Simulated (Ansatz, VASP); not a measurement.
# InGa3P4 in two plane-wave programs

One calculation is typed for both programs; each brings its own data sets. How far apart do they land? The cell is taken from a series of runs on this material, whose earlier steps may have relaxed, scaled, displaced or heated it; both programs get it as it stands.

Program: Ansatz 0.2.0. Level of theory: plane waves, with VASP 6.6.1 beside it; relaxation of cell and atoms at r2SCAN. Results are calculated unless marked as measured.

### Step 1. Starting point

It takes space group Amm2 (No. 38, orthorhombic). Conventional cell: a = 3.928 Å, b = 7.856 Å, c = 11.110 Å, α = 90.00°, β = 90.00°, γ = 90.00°. In has 4 P at 2.41 Å nearest. Nearest to Ga lie 4 P at 2.41 Å. Ga has 4 P at 2.41 Å nearest. Nearest to P lie 4 Ga at 2.41 Å. Nearest to P lie 3 Ga at 2.41 Å and 1 In at 2.41 Å. Nearest to P lie 2 In at 2.41 Å and 2 Ga at 2.41 Å. Farther neighbours are not listed.

### Step 2. Ansatz: relaxation of cell and atoms, r2SCAN

Ansatz runs on its PAW soft_1 files.

The relaxed volume is the usual yardstick between codes: in a stiff, nearly cubic crystal its relative difference is about their pressure difference at one cell divided by the bulk modulus.

Input file input.yaml:

```yaml
crystal:
  lattice:
    - [0.0, 5.55475, 5.55475]
    - [5.55475, 0.0, 5.55475]
    - [5.55475, 5.55475, 0.0]
  atoms:
    - { symbol: In, position: [0.0, 0.0, 0.0] }
    - { symbol: In, position: [0.0, 0.0, 0.5] }
    - { symbol: Ga, position: [0.0, 0.5, 1.0] }
    - { symbol: Ga, position: [0.0, 0.5, 0.5] }
    - { symbol: Ga, position: [0.5, 0.0, 1.0] }
    - { symbol: Ga, position: [0.5, 0.0, 0.5] }
    - { symbol: Ga, position: [0.5, 0.5, 1.0] }
    - { symbol: Ga, position: [0.5, 0.5, 0.5] }
    - { symbol: P, position: [0.375, 0.375, 0.375] }
    - { symbol: P, position: [0.375, 0.375, 0.875] }
    - { symbol: P, position: [0.375, 0.875, 0.375] }
    - { symbol: P, position: [0.375, 0.875, 0.875] }
    - { symbol: P, position: [0.875, 0.375, 0.375] }
    - { symbol: P, position: [0.875, 0.375, 0.875] }
    - { symbol: P, position: [0.875, 0.875, 0.375] }
    - { symbol: P, position: [0.875, 0.875, 0.875] }
kpoints:
  mp_grid: { grid: [4, 4, 4] }
scf:
  occupations: { method: fermi_dirac, width: 0.02 }
hamiltonian:
  xc: r2scan
  pseudopotentials: { kind: paw, azcp: { folder: soft_1 } }
basis:
  ecutwfc: 600
output:
  forces: true
  stress: true
relax:
  f_tol: 0.005
  max_steps: 70
  cell: { stress_tol: 0.02, p_target: 0 }
```

Launch:

```
$ ansatz run input.yaml --threads 4 --pin off --max-ram 10240MiB --backend cpu --events-out ev --progress --plain --runs-dir out
```

Numbers of over 12 decimals in the logs are rounded to 6 here.

The log of the run:

```text
Engine: ansatz 0.2.0, x86_64-unknown-linux-gnu
Pseudopotentials: kind: paw
Pseudopotential: In, paw, valence charge 13, recommended cutoff 500 eV (meta_gga), soft_1/In.paw.azcp
Pseudopotential: Ga, paw, valence charge 13, recommended cutoff 500 eV (meta_gga), soft_1/Ga.paw.azcp
Pseudopotential: P, paw, valence charge 5, recommended cutoff 500 eV (meta_gga), soft_1/P.paw.azcp
Functional definition: r2SCAN
  parameter k0 = 0.174
  parameter k1 = 0.065
  parameter a1 = 4.9479
  exchange = r2scan_x(k0 = k0, k1 = k1, a1 = a1)
  correlation = r2scan_c
Crystal: 16 atoms, lattice volume = 342.786 Å³
Basis set: ecut = 600 eV, 11575 PW (Γ), exchange–correlation on 256×256×256 points (64 copies of the dense FFT grid, shifted against one another)
Bands: 88, of which v1, the nominal top of the filled ones, is band 72 counted from 1 (71 counted from 0)
Symmetry: 8 space group operations
Space group: Amm2 (ITA 38), of the structure as read, at distance tolerance 7.0e-5 Å
k-points: 18 of 64 (time reversal used)
Non-local potential: In, projectors of the file, l = 0: 2, l = 1: 2, l = 2: 2, l = 3: 1
Non-local potential: Ga, projectors of the file, l = 0: 2, l = 1: 2, l = 2: 3, l = 3: 1
Non-local potential: P, projectors of the file, l = 0: 2, l = 1: 2, l = 2: 1
PAW form: soft (Blöchl's): semilocal exchange-correlation on the pseudo side does not see the compensation charge
PAW frozen core: In, regenerated for the run's functional (the file was generated under x = pbe(κ = 0.804, μ = 0.219515), c = pbe(β = 0.066725))
PAW frozen core: Ga, regenerated for the run's functional (the file was generated under x = pbe(κ = 0.804, μ = 0.219515), c = pbe(β = 0.066725))
PAW frozen core: P, regenerated for the run's functional (the file was generated under x = pbe(κ = 0.804, μ = 0.219515), c = pbe(β = 0.066725))
PAW one-centre angular grid: In, 590 points (default); XC on 160 Gauss nodes
PAW one-centre angular grid: Ga, 590 points (default); XC on 160 Gauss nodes
PAW one-centre angular grid: P, 302 points (default); XC on 160 Gauss nodes
Initial density: superposition of atomic densities (chi_scale 0.1, normalization cell, long waves kept (reshape's long-wave potential 0.01 eV rms))
Initial wavefunctions: pseudopotential atomic-orbital guess
Functional: x = r2scan, c = r2scan; τ floored in thin density (d = 2e-4 eV/Å³)
SCF iter   1: F=—  HF=-40045.630003 eV  |F-HF|=—  |Δ(HF+E_count)|=         —  Δρ=4.61e-2  dr2=5.62e0  dr2_τ=1.68e-1  ethr=3.10e-3  ⟨swp⟩=7.8  Hψ=6589  notcnv=0  defer=5
preconditioner: auto → Resta (q_TF=auto, 2.361 Å⁻¹)  ε∞=3.8  [insulator: Δε(μ)=1.771 eV  Ē_g=14.367 eV  σ=0.020 eV  W_gap=1.00  n_scr=64 (ndim 8)  ℏωp=24.1 eV  f_vac=0.000  D(μ)=0.00/eV (n_scr^D=0)  ε∞_Penn≈3.8]
SCF iter   2: F=—  HF=-40045.356616 eV  |F-HF|=—  |Δ(HF+E_count)|=   2.73e-1  Δρ=2.65e-2  dr2=1.71e0  dr2_τ=9.35e-3  ethr=3.10e-3  ⟨swp⟩=2.2  Hψ=2216  notcnv=0  defer=153
SCF iter   3: F=—  HF=-40045.487822 eV  |F-HF|=—  |Δ(HF+E_count)|=   1.31e-1  Δρ=3.30e-3  dr2=5.05e-2  dr2_τ=1.23e-3  ethr=1.19e-3  ⟨swp⟩=2.3  Hψ=1966  notcnv=0  defer=153
SCF iter   4: F=—  HF=-40045.495000 eV  |F-HF|=—  |Δ(HF+E_count)|=   7.18e-3  Δρ=1.22e-3  dr2=6.82e-3  dr2_τ=1.02e-4  ethr=3.50e-5  ⟨swp⟩=3.1  Hψ=2989  notcnv=0  defer=153
SCF iter   5: F=—  HF=-40045.490483 eV  |F-HF|=—  |Δ(HF+E_count)|=   4.52e-3  Δρ=8.99e-4  dr2=1.75e-3  dr2_τ=2.20e-5  ethr=4.74e-6  ⟨swp⟩=2.0  Hψ=2862  notcnv=0  defer=153
SCF iter   6: F=—  HF=-40045.490923 eV  |F-HF|=—  |Δ(HF+E_count)|=   4.41e-4  Δρ=1.82e-4  dr2=1.07e-4  dr2_τ=1.43e-6  ethr=1.22e-6  ⟨swp⟩=2.0  Hψ=2688  notcnv=0  defer=153
SCF iter   7: F=—  HF=-40045.490929 eV  |F-HF|=—  |Δ(HF+E_count)|=   5.72e-6  Δρ=3.51e-5  dr2=3.87e-6  dr2_τ=1.23e-7  ethr=7.41e-8  ⟨swp⟩=2.0  Hψ=2697  notcnv=0  defer=153
SCF iter   8: F=—  HF=-40045.491014 eV  |F-HF|=—  |Δ(HF+E_count)|=   8.45e-5  Δρ=1.19e-5  dr2=4.36e-7  dr2_τ=8.94e-9  ethr=2.69e-9  ⟨swp⟩=2.0  Hψ=2880  notcnv=0  defer=153
SCF iter   9: F=-40045.491014 eV  HF=-40045.491014 eV  |F-HF|=2.17e-8  |Δ(HF+E_count)|=   1.42e-7  Δρ=2.67e-6  dr2=2.50e-8  dr2_τ=7.51e-10  ethr=6.94e-11  ⟨swp⟩=6.0  Hψ=6190  notcnv=0
SCF 1 converged in 9 iterations: F = -40045.491014 eV  dr2 = 2.50e-8
  greatest PAW one-centre occupation: 0.993 electrons in one spin orbital (limit 2), on the Ga atom at site 3 (counted from 0), in its partial waves of l = 2
relax step   1: F+E_penalty+E_count = -40045.49101376 eV  Δ(F+E_penalty+E_count) = +0.000e0 eV  max|allowed force component| = 1.984e0 eV/Å  Δτ_max = 0.0000 Å  P = +1.449 GPa  Ω = 342.786 Å³  (9 SCF iters, dr2 threshold 1.00e-7 eV, accepted)
[...]
relax step   5: F+E_penalty+E_count = -40046.06774077 eV  Δ(F+E_penalty+E_count) = -4.114e-5 eV  max|allowed force component| = 9.110e-3 eV/Å  Δτ_max = 0.0010 Å  P = -0.001 GPa  Ω = 345.558 Å³  energy of the carried Pulay correction = -1.060e-4 eV  (5 SCF iters, dr2 threshold 1.89e-8 eV, accepted)
[...]
relax step   6: F+E_penalty+E_count = -40046.06775379 eV  Δ(F+E_penalty+E_count) = -1.302e-5 eV  max|allowed force component| = 1.774e-3 eV/Å  Δτ_max = 0.0012 Å  P = +0.000 GPa  Ω = 345.554 Å³  energy of the carried Pulay correction = -1.058e-4 eV  (5 SCF iters, dr2 threshold 5.19e-9 eV, accepted)
[...]
relax step   7: F+E_penalty+E_count = -40046.06785876 eV  Δ(F+E_penalty+E_count) = -1.050e-4 eV  max|allowed force component| = 1.773e-3 eV/Å  Δτ_max = 0.0000 Å  P = +0.000 GPa  Ω = 345.554 Å³  stress off target by 1.12e-3 GPa  SCF on the basis re-selected at this cell (its energy is not comparable with the rows above)  (6 SCF iters)
basis re-selected at this cell: Δ(F+E_penalty+E_count) = -1.050e-4 eV, ΔP = +0.000 GPa vs the last step (what re-selecting the basis moved, of the pressure what is left beyond the Pulay correction that the steps carried, after the strain that the cell walked since its last selection, with what the two solves' SCF thresholds leave and, on support functions, any second-order correction that the steps lacked; it is no m [...]
SCF converged after 6 iterations
Free energy (F): -40046.067859 eV
Harris-Foulkes:  -40046.067859 eV  (|F-HF|=0.00e0)
Internal energy: -40046.067859 eV  (E = F + TS)
E sigma→0 (E₀):  -40046.067859 eV
Fermi energy:    7.652821 eV
--- Per-component energies (eV) ---
  E_band       = -537.107708
  E_kinetic    = 1653.521490
  E_local      = -12814.078814  (includes V_loc(G=0)·N_el)
  E_nonlocal   = 365.100009
  E_hartree    = 7220.278461
  E_xc         = -1152.003144
  E_vxc        = -1056.244493  (∫ρ·V_xc dr)
  E_paw        = -25045.623373  (= ΣΔE_a)
  E_vpaw       = -3180.021537  (= ΣTr[D̂ρ^β])
  E_aug_tail   = -0.000221  (compensation charges beyond the density's cutoff)
  E_vtau       = 54.058869  (kinetic-family band-sum trace: ∫τ·v_τ [+ j·A + Jᵃ·Aᵃ] dr)
  E_ewald      = -10270.548237
  E_core_change = -2.714031  (= ΣΔE_core)
  E_smearing   = -0.000000  (= −TS)
  E_closure    = 0.000000  (closes the sum)
  Σ components = -40046.067859   (vs F -40046.067859, Δ=0.00e0)
--- Forces (eV/Å), atoms counted from 1 ---
  atom   1  In    -0.00000000     0.00000000    -0.00177310
  atom   2  In    -0.00000000     0.00000000    -0.00177310
  atom   3  Ga     0.00061144    -0.00061144     0.00079756
  atom   4  Ga     0.00061144    -0.00061144     0.00079756
  atom   5  Ga    -0.00061144     0.00061144     0.00079756
  atom   6  Ga    -0.00061144     0.00061144     0.00079756
  atom   7  Ga    -0.00000000    -0.00000000    -0.00086686
  atom   8  Ga    -0.00000000    -0.00000000    -0.00086686
  atom   9  P      0.00000000    -0.00000000    -0.00050711
  atom  10  P      0.00000000    -0.00000000    -0.00050711
  atom  11  P     -0.00042607     0.00042607     0.00027699
  atom  12  P     -0.00042607     0.00042607     0.00027699
  atom  13  P      0.00042607    -0.00042607     0.00027699
  atom  14  P      0.00042607    -0.00042607     0.00027699
  atom  15  P     -0.00000000    -0.00000000     0.00100076
  atom  16  P     -0.00000000    -0.00000000     0.00100076
  max |Σ_I F_I| component: 5.56e-6 eV/Å
--- Stress (GPa, compression-positive) ---
        0.000734      -0.000382       0.000000
       -0.000382       0.000734       0.000000
        0.000000       0.000000      -0.000329
  P = ⅓ Tr σ = 0.0004 GPa (0.004 kbar)
--- Relaxed structure (6 steps of the walk, 6 accepted, 1 SCFs on fresh bases) ---
  F+E_penalty+E_count = -40046.06785876 eV   max|allowed force component| = 1.773e-3 eV/Å   (the final SCF, on the basis selected at the relaxed cell)
  cell:  # Å, volume = 345.5538 Å³
    - [-0.00556861, 5.564619, 5.579757]
    - [5.564619, -0.00556861, 5.579757]
    - [5.559050, 5.559050, 0]
  atoms:
    - { symbol: In, position: [0.000667351, 0.000667351, -0.000667351] }
    - { symbol: In, position: [0.000667351, 0.000667351, 0.499333] }
    - { symbol: Ga, position: [-0.000308777, 0.500082, 1.000114] }
    - { symbol: Ga, position: [-0.000308777, 0.500082, 0.500114] }
    - { symbol: Ga, position: [0.500082, -0.000308777, 1.000114] }
    - { symbol: Ga, position: [0.500082, -0.000308777, 0.500114] }
    - { symbol: Ga, position: [0.500361, 0.500361, 0.999639] }
    - { symbol: Ga, position: [0.500361, 0.500361, 0.499639] }
    - { symbol: P, position: [0.374953, 0.374953, 0.375047] }
    - { symbol: P, position: [0.374953, 0.374953, 0.875047] }
    - { symbol: P, position: [0.390301, 0.869968, 0.369865] }
    - { symbol: P, position: [0.390301, 0.869968, 0.869865] }
    - { symbol: P, position: [0.869968, 0.390301, 0.369865] }
    - { symbol: P, position: [0.869968, 0.390301, 0.869865] }
    - { symbol: P, position: [0.863976, 0.863976, 0.386024] }
    - { symbol: P, position: [0.863976, 0.863976, 0.886024] }
```

The column dr2 measures how far the density is from self-consistency, as an energy; F and HF (Harris–Foulkes) agree once it is small.

[end of part 1 of 2]

[Lines on the potential files, build, host, timing and source positions are cut from VASP's logs without a mark.]

[Logs are printed without paths, hosts, clocks, repeated set-up lines and the standing remarks that a program may print on its own settings, such as how far it seeks lower states.]

[Hosts, paths, dates, database ids (printed as entryN), source tags and the programs' standing remarks are cut or masked in the printed files.]
